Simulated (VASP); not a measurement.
These are PBE GGA, VASP's PBE PAW potentials (set 64) (plane waves; VASP 6.6.1) values and carry that method's errors.

VASP input:

**POSCAR**
```
SnO
1
    3.8677917736     0.0000000000     0.0000000000
    0.0000000000     3.8677917736    -0.0000000000
    0.0000000000    -0.0000000000     5.0526415445
Sn O
2 2
Direct
  0.5000000000   0.0000000000   0.7698230672
  1.0000000000   0.5000000000   0.2301769328
  0.5000000000   0.5000000000   1.0000000000
  0.0000000000   1.0000000000   1.0000000000
```

**INCAR**
```
SYSTEM=SnO
PREC=Accurate; ENCUT=600; LREAL=F
LASPH=T
EDIFF=1E-7; NELM=100; ALGO=Normal
LMAXMIX=4
ISMEAR=0; SIGMA=0.05
GGA=PE
IBRION=2; NSW=40; ISIF=3
EDIFFG=-0.01; PSTRESS=200
LWAVE=F; LCHARG=F
```

**KPOINTS**
```
K-points
0
gamma
 6 6 4
0 0 0
```

POTCAR, in this order: Sn_d O (PBE.64 set). Program: vasp_std.

The resulting files:

### OSZICAR
```
...
       N       E                     dE             d eps       ncg     rms          rms(c)
DAV:   1    -0.224891584509E+02   -0.72216E+00   -0.25832E+01  2024   0.624E+01    0.472E+00
DAV:   2    -0.221938486301E+02    0.29531E+00   -0.12867E+00  1944   0.147E+01    0.247E+00
DAV:   3    -0.220503552230E+02    0.14349E+00   -0.20177E-01  1952   0.945E+00    0.672E-01
DAV:   4    -0.220435142586E+02    0.68410E-02   -0.45431E-02  2096   0.249E+00    0.250E-01
DAV:   5    -0.220430490756E+02    0.46518E-03   -0.58287E-03  1728   0.120E+00    0.821E-02
DAV:   6    -0.220430671626E+02   -0.18087E-04   -0.41564E-04  2072   0.273E-01    0.346E-02
DAV:   7    -0.220430691902E+02   -0.20276E-05   -0.48852E-05  1640   0.702E-02    0.346E-03
DAV:   8    -0.220430690880E+02    0.10225E-06   -0.29899E-06  1904   0.175E-02    0.206E-03
DAV:   9    -0.220430689755E+02    0.11243E-06   -0.42954E-07  1416   0.766E-03    0.638E-04
DAV:  10    -0.220430689110E+02    0.64523E-07   -0.69880E-08   768   0.314E-03
   8 F= -.14889428E+02 E0= -.14889032E+02  d E =-.939267E-01
       N       E                     dE             d eps       ncg     rms          rms(c)
DAV:   1    -0.220760230151E+02   -0.32954E-01   -0.44370E-01  2080   0.750E+00    0.622E-01
DAV:   2    -0.220707476529E+02    0.52754E-02   -0.18398E-02  2040   0.199E+00    0.329E-01
DAV:   3    -0.220682411563E+02    0.25065E-02   -0.34372E-03  2000   0.135E+00    0.866E-02
DAV:   4    -0.220681481624E+02    0.92994E-04   -0.10367E-03  2048   0.312E-01    0.291E-02
DAV:   5    -0.220681344348E+02    0.13728E-04   -0.94820E-05  1696   0.172E-01    0.999E-03
DAV:   6    -0.220681343213E+02    0.11350E-06   -0.85718E-06  2152   0.496E-02    0.456E-03
DAV:   7    -0.220681343299E+02   -0.86193E-08   -0.14715E-06  1816   0.138E-02    0.690E-04
DAV:   8    -0.220681342974E+02    0.32488E-07   -0.68049E-08   792   0.365E-03
   9 F= -.14891016E+02 E0= -.14890665E+02  d E =-.955145E-01
       N       E                     dE             d eps       ncg     rms          rms(c)
DAV:   1    -0.224895489316E+02   -0.42141E+00   -0.22110E+01  1776   0.545E+01    0.522E+00
DAV:   2    -0.220409393062E+02    0.44861E+00   -0.16603E+00  1832   0.137E+01    0.253E+00
DAV:   3    -0.219107698051E+02    0.13017E+00   -0.18534E-01  1904   0.938E+00    0.103E+00
DAV:   4    -0.218876108013E+02    0.23159E-01   -0.48118E-02  2224   0.394E+00    0.199E-01
DAV:   5    -0.218877789657E+02   -0.16816E-03   -0.15711E-02  2080   0.175E+00    0.103E-01
DAV:   6    -0.218876247407E+02    0.15422E-03   -0.17799E-03  2040   0.427E-01    0.404E-02
DAV:   7    -0.218876370733E+02   -0.12333E-04   -0.13494E-04  1792   0.101E-01    0.133E-02
DAV:   8    -0.218876374918E+02   -0.41841E-06   -0.60875E-06  1952   0.268E-02    0.453E-03
DAV:   9    -0.218876374258E+02    0.65963E-07   -0.54220E-07  1584   0.729E-03
  10 F= -.14928009E+02 E0= -.14927660E+02  d E =-.369931E-01
       N       E                     dE             d eps       ncg     rms          rms(c)
DAV:   1    -0.219666413667E+02   -0.79004E-01   -0.10804E+00  1776   0.129E+01    0.113E+00
DAV:   2    -0.219445091820E+02    0.22132E-01   -0.81625E-02  1872   0.336E+00    0.540E-01
DAV:   3    -0.219382917254E+02    0.62175E-02   -0.92290E-03  1848   0.202E+00    0.217E-01
DAV:   4    -0.219372137783E+02    0.10779E-02   -0.24182E-03  2168   0.829E-01    0.435E-02
DAV:   5    -0.219372021453E+02    0.11633E-04   -0.72270E-04  2080   0.371E-01    0.224E-02
DAV:   6    -0.219371937195E+02    0.84258E-05   -0.90385E-05  2136   0.973E-02    0.893E-03
DAV:   7    -0.219371939391E+02   -0.21958E-06   -0.71754E-06  1576   0.230E-02    0.276E-03
DAV:   8    -0.219371941166E+02   -0.17757E-06   -0.36994E-07  1384   0.824E-03    0.871E-04
DAV:   9    -0.219371940967E+02    0.19908E-07   -0.60941E-08   792   0.291E-03
  11 F= -.14930868E+02 E0= -.14930383E+02  d E =-.398530E-01
       N       E                     dE             d eps       ncg     rms          rms(c)
DAV:   1    -0.219413041035E+02   -0.41100E-02   -0.49107E-01  1664   0.543E+00    0.445E-01
DAV:   2    -0.219403331645E+02    0.97094E-03   -0.19743E-02  2088   0.189E+00    0.261E-01
DAV:   3    -0.219388369455E+02    0.14962E-02   -0.14862E-03  2128   0.718E-01    0.532E-02
DAV:   4    -0.219388318155E+02    0.51299E-05   -0.46033E-04  2080   0.187E-01    0.173E-02
DAV:   5    -0.219388332659E+02   -0.14504E-05   -0.15536E-05  1776   0.549E-02    0.769E-03
DAV:   6    -0.219388337902E+02   -0.52426E-06   -0.16274E-06  2192   0.141E-02    0.138E-03
DAV:   7    -0.219388335025E+02    0.28772E-06   -0.28787E-07  1072   0.110E-02    0.717E-04
DAV:   8    -0.219388335655E+02   -0.63011E-07   -0.50654E-08   728   0.405E-03
  12 F= -.14932192E+02 E0= -.14931804E+02  d E =-.132381E-02
       N       E                     dE             d eps       ncg     rms          rms(c)
DAV:   1    -0.219392113824E+02   -0.37788E-03   -0.48431E-02  1648   0.170E+00    0.140E-01
DAV:   2    -0.219391173842E+02    0.93998E-04   -0.19537E-03  2112   0.587E-01    0.821E-02
DAV:   3    -0.219389678220E+02    0.14956E-03   -0.13888E-04  2112   0.220E-01    0.169E-02
DAV:   4    -0.219389668150E+02    0.10070E-05   -0.43604E-05  2088   0.575E-02    0.517E-03
DAV:   5    -0.219389672205E+02   -0.40556E-06   -0.15516E-06  1760   0.176E-02    0.236E-03
DAV:   6    -0.219389673634E+02   -0.14284E-06   -0.11462E-07   960   0.483E-03    0.467E-04
DAV:   7    -0.219389672664E+02    0.97014E-07   -0.71596E-08   744   0.524E-03
  13 F= -.14932264E+02 E0= -.14931897E+02  d E =-.139518E-02
       N       E                     dE             d eps       ncg     rms          rms(c)
DAV:   1    -0.219229074389E+02    0.16060E-01   -0.87230E-02  1752   0.428E+00    0.333E-01
DAV:   2    -0.219208571307E+02    0.20503E-02   -0.96564E-03  1984   0.115E+00    0.114E-01
DAV:   3    -0.219204832825E+02    0.37385E-03   -0.91869E-04  1784   0.690E-01    0.420E-02
DAV:   4    -0.219204364978E+02    0.46785E-04   -0.22789E-04  2160   0.271E-01    0.140E-02
DAV:   5    -0.219204394219E+02   -0.29242E-05   -0.50429E-05  1952   0.712E-02    0.638E-03
DAV:   6    -0.219204400330E+02   -0.61102E-06   -0.36015E-06  2328   0.227E-02    0.285E-03
DAV:   7    -0.219204402392E+02   -0.20621E-06   -0.38119E-07  1792   0.686E-03    0.594E-04
DAV:   8    -0.219204400495E+02    0.18968E-06   -0.49854E-08   808   0.217E-03    0.107E-04
DAV:   9    -0.219204400226E+02    0.26940E-07   -0.53961E-09   720   0.113E-03
  14 F= -.14932369E+02 E0= -.14931966E+02  d E =-.105449E-03
       N       E                     dE             d eps       ncg     rms          rms(c)
DAV:   1    -0.219239665414E+02   -0.35265E-02   -0.29860E-03  1752   0.796E-01    0.613E-02
DAV:   2    -0.219238984074E+02    0.68134E-04   -0.32786E-04  1968   0.212E-01    0.211E-02
DAV:   3    -0.219238856842E+02    0.12723E-04   -0.31752E-05  1776   0.127E-01    0.770E-03
DAV:   4    -0.219238828502E+02    0.28340E-05   -0.78282E-06  2160   0.496E-02    0.259E-03
DAV:   5    -0.219238819416E+02    0.90855E-06   -0.17015E-06  1920   0.130E-02    0.116E-03
DAV:   6    -0.219238816717E+02    0.26990E-06   -0.81007E-08   736   0.414E-03    0.431E-04
DAV:   7    -0.219238816454E+02    0.26368E-07   -0.49621E-08   720   0.214E-03
  15 F= -.14932375E+02 E0= -.14931980E+02  d E =-.111315E-03
       N       E                     dE             d eps       ncg     rms          rms(c)
DAV:   1    -0.219239457139E+02   -0.64042E-04   -0.81552E-03  1744   0.599E-01    0.317E-02
DAV:   2    -0.219239578440E+02   -0.12130E-04   -0.26963E-04  2120   0.182E-01    0.171E-02
DAV:   3    -0.219239524766E+02    0.53675E-05   -0.76525E-06  2112   0.336E-02    0.614E-03
DAV:   4    -0.219239518077E+02    0.66885E-06   -0.15104E-06  2096   0.154E-02    0.101E-03
DAV:   5    -0.219239518354E+02   -0.27689E-07   -0.24445E-07  1024   0.468E-03
  16 F= -.14932391E+02 E0= -.14931971E+02  d E =-.162895E-04
```

**OUTCAR**
```
------------------------ aborting loop because EDIFF is reached ----------------------------------------
  FORCE on cell =-STRESS in cart. coord.  units (eV):
  Direction    XX          YY          ZZ          XY          YZ          ZX
  --------------------------------------------------------------------------------------
  Total        6.9728110      6.9728110      6.9977642      0.0000000      0.0000000      0.0000000
  in kB      199.4636521    199.4636521    200.1774617      0.0000000      0.0000000      0.0000000
  external PRESSURE =      -0.2984114 kB  Pullay stress =     200.0000000 kB
  volume of cell :       56.01
      direct lattice vectors                 reciprocal lattice vectors
     3.676572309  0.000000000  0.000000000     0.271992475  0.000000000  0.000000000
     0.000000000  3.676572309 -0.000000000     0.000000000  0.271992475 -0.000000000
     0.000000000  0.000000000  4.143510909     0.000000000  0.000000000  0.241341225
 POSITION                                       TOTAL-FORCE (eV/Angst)
 -----------------------------------------------------------------------------------
      1.83829      0.00000      2.98058         0.000000      0.000000      0.006223
      3.67657      1.83829      1.16293        -0.000000     -0.000000     -0.006223
      1.83829      1.83829      0.00000        -0.000000     -0.000000      0.000000
      0.00000      0.00000      0.00000        -0.000000      0.000000      0.000000
 -----------------------------------------------------------------------------------
    total drift:                                0.000000     -0.000000      0.000000
  FREE ENERGIE OF THE ION-ELECTRON SYSTEM (eV)
  ---------------------------------------------------
  free  energy   TOTEN  =       -21.9239518354 eV

  energy  without entropy=      -21.9231112187  energy(sigma->0) =      -21.92353153
  enthalpy is  TOTEN    =       -14.9323912796 eV   P V=        6.9915605558

 reached required accuracy - stopping structural energy minimisation
```
(Selected blocks of OUTCAR.)

CONTCAR:
```
SnO
   1.00000000000000
     3.6765723089144142    0.0000000000000000    0.0000000000000000
     0.0000000000000000    3.6765723089144142   -0.0000000000000000
     0.0000000000000000    0.0000000000000000    4.1435109085240649
  Sn              O
     2     2
Direct
     0.5000000000000000    0.0000000000000000    0.7193359934793002
     1.0000000000000000    0.5000000000000000    0.2806640065206997
     0.5000000000000000    0.5000000000000000    0.0000000000000000
     0.0000000000000000    0.0000000000000000    0.0000000000000000
```

Energy and stress use the plane-wave basis of the starting cell. Without a dispersion term in the relaxation, distances and binding between the weakly bound layers, chains or molecules are unreliable, and so is what depends on them.

The compound is SnO in the litharge structure. This run relaxes it under an external pressure of 20 GPa. Symmetry was kept, so distortions that lower it aren't found. The k-mesh is coarse (spacing up to 0.38 per Å, 2π included), so the numbers may not be converged in it.
